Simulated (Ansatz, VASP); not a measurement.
# Ge: VASP beside Ansatz, part 2 of 2

Wanted: the spread between two codes on one cell, functional and k mesh. The two relaxations start from unlike cells of this crystal (the structure described is Ansatz's start), so only their ends are compared.

VASP 6.6.1 and Ansatz 0.2.0.

So far: Starting point; VASP: relaxation of cell and atoms, r2SCAN.

This is not the structure that Ge takes at ambient pressure and room temperature (diamond type); it is a model or a phase of other conditions.

### 3. Ansatz: relaxation of cell and atoms, r2SCAN

Level of this step: Ansatz beside VASP: Kohn-Sham DFT, plane waves, r2SCAN (Ansatz).

Ansatz runs on its PAW soft_1 files.

Its own start cell and the same functional, mesh and smearing now go to Ansatz.

input.yaml reads:

```yaml
crystal:
  lattice:
    - [4.0, 0.0, 0.0]
    - [-2.0, 3.46410162, 0.0]
    - [0.0, 0.0, 13.06394529]
  atoms:
    - { symbol: Ge, position: [0.66666667, 0.33333333, 0.65625] }
    - { symbol: Ge, position: [0.66666667, 0.33333333, 0.84375] }
    - { symbol: Ge, position: [0.0, 0.0, 0.90625] }
    - { symbol: Ge, position: [0.0, 0.0, 0.09375] }
    - { symbol: Ge, position: [0.33333333, 0.66666667, 0.15625] }
    - { symbol: Ge, position: [0.33333333, 0.66666667, 0.34375] }
    - { symbol: Ge, position: [0.0, 0.0, 0.40625] }
    - { symbol: Ge, position: [0.0, 0.0, 0.59375] }
kpoints:
  mp_grid: { grid: [10, 10, 3] }
scf:
  occupations: { method: fermi_dirac, width: 0.02 }
hamiltonian:
  xc: r2scan
  pseudopotentials: { kind: paw, azcp: { folder: soft_1 } }
basis:
  ecutwfc: 600
output:
  forces: true
  stress: true
relax:
  f_tol: 0.005
  max_steps: 70
  cell: { stress_tol: 0.02, p_target: 0 }
```

Run with:

```sh
ansatz run input.yaml --threads 4 --pin off --max-ram 10240MiB --backend cpu --events-out ev --progress --plain --runs-dir out
```

Numbers of over 12 decimals in the logs are rounded to 6 here.

What it wrote:

```text
Engine: ansatz 0.2.0, aarch64-unknown-linux-gnu
Pseudopotentials: kind: paw
Pseudopotential: Ge, paw, valence charge 14, recommended cutoff 500 eV (meta_gga), soft_1/Ge.paw.azcp
Functional definition: r2SCAN
  parameter k0 = 0.174
  parameter k1 = 0.065
  parameter a1 = 4.9479
  exchange = r2scan_x(k0 = k0, k1 = k1, a1 = a1)
  correlation = r2scan_c
Crystal: 8 atoms, lattice volume = 181.019 Å³
Basis set: ecut = 600 eV, 5987 PW (Γ), exchange–correlation on 128×128×432 points (64 copies of the dense FFT grid, shifted against one another)
Bands: 68, of which v1, the nominal top of the filled ones, is band 56 counted from 1 (55 counted from 0)
Symmetry: 24 space group operations
Space group: P63/mmc (ITA 194), of the structure as read, at distance tolerance 5.7e-5 Å
k-points: 28 of 300
Non-local potential: Ge, projectors of the file, l = 0: 2, l = 1: 2, l = 2: 3, l = 3: 1
PAW form: soft (Blöchl's): semilocal exchange-correlation on the pseudo side does not see the compensation charge
PAW frozen core: Ge, regenerated for the run's functional (the file was generated under x = pbe(κ = 0.804, μ = 0.219515), c = pbe(β = 0.066725))
PAW one-centre angular grid: Ge, 590 points (default); XC on 160 Gauss nodes
Initial density: superposition of atomic densities (chi_scale 0.1, normalization cell)
Initial wavefunctions: pseudopotential atomic-orbital guess
Functional: x = r2scan, c = r2scan; τ floored in thin density (d = 2e-4 eV/Å³)
iter 1 solved again at ethr=1.71e-3 eV; its pass at ethr=3.10e-3 eV (dr2=1.92e0 eV) is discarded
SCF iter   1: F=—  HF=-34422.965593 eV  |F-HF|=—  |Δ(HF+E_count)|=         —  Δρ=3.78e-2  dr2=1.93e0  dr2_τ=1.88e-2  ethr=1.71e-3  ⟨swp⟩=1.4  Hψ=8774  notcnv=0
preconditioner: auto → Resta (q_TF=auto, 2.518 Å⁻¹)  ε∞=2.5  [insulator: Δε(μ)=0.162 eV  Ē_g=23.467 eV  σ=0.020 eV  W_gap=0.97  n_scr=52 (ndim 8)  ℏωp=29.2 eV  f_vac=0.003  D(μ)=0.02/eV (n_scr^D=0)  ε∞_Penn≈2.5]
SCF iter   2: F=—  HF=-34423.133668 eV  |F-HF|=—  |Δ(HF+E_count)|=   1.68e-1  Δρ=2.27e-2  dr2=7.25e-1  dr2_τ=3.56e-3  ethr=1.71e-3  ⟨swp⟩=2.3  Hψ=2248  notcnv=0
SCF iter   3: F=—  HF=-34423.261013 eV  |F-HF|=—  |Δ(HF+E_count)|=   1.27e-1  Δρ=2.15e-3  dr2=9.94e-3  dr2_τ=1.70e-4  ethr=6.48e-4  ⟨swp⟩=4.0  Hψ=2866  notcnv=0
SCF iter   4: F=—  HF=-34423.252187 eV  |F-HF|=—  |Δ(HF+E_count)|=   8.83e-3  Δρ=1.26e-3  dr2=2.33e-3  dr2_τ=2.18e-5  ethr=8.88e-6  ⟨swp⟩=2.4  Hψ=3832  notcnv=0
SCF iter   5: F=—  HF=-34423.254154 eV  |F-HF|=—  |Δ(HF+E_count)|=   1.97e-3  Δρ=2.11e-4  dr2=3.39e-5  dr2_τ=2.68e-6  ethr=2.08e-6  ⟨swp⟩=3.0  Hψ=3808  notcnv=0
SCF iter   6: F=—  HF=-34423.254225 eV  |F-HF|=—  |Δ(HF+E_count)|=   7.03e-5  Δρ=5.82e-5  dr2=4.79e-6  dr2_τ=8.24e-8  ethr=3.03e-8  ⟨swp⟩=2.0  Hψ=3470  notcnv=0
SCF iter   7: F=—  HF=-34423.254229 eV  |F-HF|=—  |Δ(HF+E_count)|=   4.77e-6  Δρ=1.48e-5  dr2=5.18e-7  dr2_τ=8.38e-9  ethr=4.28e-9  ⟨swp⟩=2.0  Hψ=3472  notcnv=0
SCF iter   8: F=-34423.254229 eV  HF=-34423.254229 eV  |F-HF|=2.22e-8  |Δ(HF+E_count)|=   1.57e-7  Δρ=4.59e-6  dr2=3.74e-8  dr2_τ=3.64e-10  ethr=8.93e-11  ⟨swp⟩=4.4  Hψ=6758  notcnv=0
SCF 1 converged in 8 iterations: F = -34423.254229 eV  dr2 = 3.74e-8
  greatest PAW one-centre occupation: 0.998 electrons in one spin orbital (limit 2), on the Ge atom at site 3 (counted from 0), in its partial waves of l = 2
relax step   1: F+E_penalty+E_count = -34423.25422927 eV  Δ(F+E_penalty+E_count) = +0.000e0 eV  max|allowed force component| = 1.175e-1 eV/Å  Δτ_max = 0.0000 Å  P = +0.547 GPa  Ω = 181.019 Å³  (8 SCF iters, dr2 threshold 1.00e-7 eV, accepted)
[...]
relax step   2: F+E_penalty+E_count = -34423.25890422 eV  Δ(F+E_penalty+E_count) = -4.675e-3 eV  max|allowed force component| = 6.803e-2 eV/Å  Δτ_max = 0.0123 Å  P = +0.037 GPa  Ω = 182.266 Å³  energy of the carried Pulay correction = -9.102e-5 eV  (5 SCF iters, dr2 threshold 8.00e-7 eV, accepted)
[...]
relax step   3: F+E_penalty+E_count = -34423.26074906 eV  Δ(F+E_penalty+E_count) = -1.845e-3 eV  max|allowed force component| = 1.082e-2 eV/Å  Δτ_max = 0.0043 Å  P = +0.026 GPa  Ω = 182.308 Å³  energy of the carried Pulay correction = -9.401e-5 eV  (5 SCF iters, dr2 threshold 2.89e-7 eV, accepted)
[...]
relax step   4: F+E_penalty+E_count = -34423.26076858 eV  Δ(F+E_penalty+E_count) = -1.952e-5 eV  max|allowed force component| = 1.562e-3 eV/Å  Δτ_max = 0.0006 Å  P = -0.003 GPa  Ω = 182.381 Å³  energy of the carried Pulay correction = -9.936e-5 eV  (5 SCF iters, dr2 threshold 7.32e-9 eV, accepted)
[...]
relax step   5: F+E_penalty+E_count = -34423.26087292 eV  Δ(F+E_penalty+E_count) = -1.043e-4 eV  max|allowed force component| = 1.573e-3 eV/Å  Δτ_max = 0.0000 Å  P = -0.003 GPa  Ω = 182.381 Å³  stress off target by 2.93e-3 GPa  SCF on the basis re-selected at this cell (its energy is not comparable with the rows above)  (5 SCF iters)
basis re-selected at this cell: Δ(F+E_penalty+E_count) = -1.043e-4 eV, ΔP = -0.000 GPa vs the last step (what re-selecting the basis moved, of the pressure what is left beyond the Pulay correction that the steps carried, after the strain that the cell walked since its last selection, with what the two solves' SCF thresholds leave and, on support functions, any second-order correction that the steps lacked; it is no m [...]
SCF converged after 5 iterations
Free energy (F): -34423.260873 eV
Harris-Foulkes:  -34423.260873 eV  (|F-HF|=2.91e-11)
Internal energy: -34423.260870 eV  (E = F + TS)
E sigma→0 (E₀):  -34423.260871 eV
Entropy (-TS):   -0.000003 eV (-0.000 meV/atom)
Fermi energy:    8.481052 eV
--- Per-component energies (eV) ---
  E_band       = -1285.148337
  E_kinetic    = 739.350618
  E_local      = -18065.376109  (includes V_loc(G=0)·N_el)
  E_nonlocal   = 1747.555491
  E_hartree    = 8618.043872
  E_xc         = -526.843499
  E_vxc        = -546.438803  (∫ρ·V_xc dr)
  E_paw        = -16211.398025  (= ΣΔE_a)
  E_vpaw       = -2424.931884  (= ΣTr[D̂ρ^β])
  E_aug_tail   = 0.000007  (compensation charges beyond the density's cutoff)
  E_vtau       = 28.604801  (kinetic-family band-sum trace: ∫τ·v_τ [+ j·A + Jᵃ·Aᵃ] dr)
  E_ewald      = -10715.907140
  E_core_change = -8.686085  (= ΣΔE_core)
  E_smearing   = -0.000003  (= −TS)
  E_closure    = -0.000000  (closes the sum)
  Σ components = -34423.260873   (vs F -34423.260873, Δ=0.00e0)
--- Forces (eV/Å), atoms counted from 1 ---
  atom   1  Ge     0.00000000    -0.00000000     0.00157330
  atom   2  Ge    -0.00000000    -0.00000000    -0.00157330
  atom   3  Ge    -0.00000000     0.00000000    -0.00085544
  atom   4  Ge    -0.00000000    -0.00000000     0.00085544
  atom   5  Ge     0.00000000     0.00000000     0.00157330
  atom   6  Ge    -0.00000000     0.00000000    -0.00157330
  atom   7  Ge     0.00000000    -0.00000000    -0.00085544
  atom   8  Ge     0.00000000     0.00000000     0.00085544
  max |Σ_I F_I| component: 3.70e-17 eV/Å
--- Stress (GPa, compression-positive) ---
       -0.002513       0.000000       0.000000
        0.000000      -0.002513       0.000000
        0.000000       0.000000      -0.002928
  P = ⅓ Tr σ = -0.0027 GPa (-0.027 kbar)
--- Relaxed structure (4 steps of the walk, 4 accepted, 1 SCFs on fresh bases) ---
  F+E_penalty+E_count = -34423.26087292 eV   max|allowed force component| = 1.573e-3 eV/Å   (the final SCF, on the basis selected at the relaxed cell)
  cell:  # Å, volume = 182.3812 Å³
    - [4.002266, 0.0, 0.0]
    - [-2.001133, 3.466064, 0.0]
    - [0.0, 0.0, 13.147329]
  atoms:
    - { symbol: Ge, position: [0.666667, 0.333333, 0.655880] }
    - { symbol: Ge, position: [0.666667, 0.333333, 0.844120] }
    - { symbol: Ge, position: [0, 0, 0.906832] }
    - { symbol: Ge, position: [0, 0, 0.093168] }
    - { symbol: Ge, position: [0.333333, 0.666667, 0.155880] }
    - { symbol: Ge, position: [0.333333, 0.666667, 0.344120] }
    - { symbol: Ge, position: [0, 0, 0.406832] }
    - { symbol: Ge, position: [0, 0, 0.593168] }
```

### 4. Differences

Known differences besides the potentials themselves: VASP keeps PBE cores, Ansatz makes them for the functional; the cutoff is 600 eV in Ansatz and 550 eV in VASP; Ansatz adds a Pulay correction to the stress that steers its cell, VASP none. Total energies have different zeros and are not compared.

Compared:

| quantity | Ansatz | VASP | difference |
| --- | --- | --- | --- |
| volume (Å³) | 182.38 | 182.84 | -0.25 % |
| edge a after relaxation, in the typed setting (Å) | 4.002 | 4.006 | -0.09 % |
| edge c after relaxation, in the typed setting (Å) | 13.147 | 13.156 | -0.07 % |

### 5. What came out

```
difference in volume (relaxation of cell and atoms, r2SCAN) : -0.25 %
```

The difference in volume is -0.25 % (relaxation of cell and atoms, r2SCAN), within the 1.2 % picked in this series as the mark of a large difference, as far as the stopping tolerances let one tell. How closely two codes agree says nothing of how well the functional describes the real material.

[Lines on the potential files, build, host, timing and source positions are cut from VASP's logs without a mark.]

[Logs are printed without paths, hosts, clocks, repeated set-up lines and the standing remarks that a program may print on its own settings, such as how far it seeks lower states.]

[Hosts, paths, dates, database ids (printed as entryN), source tags and the programs' standing remarks are cut or masked in the printed files.]
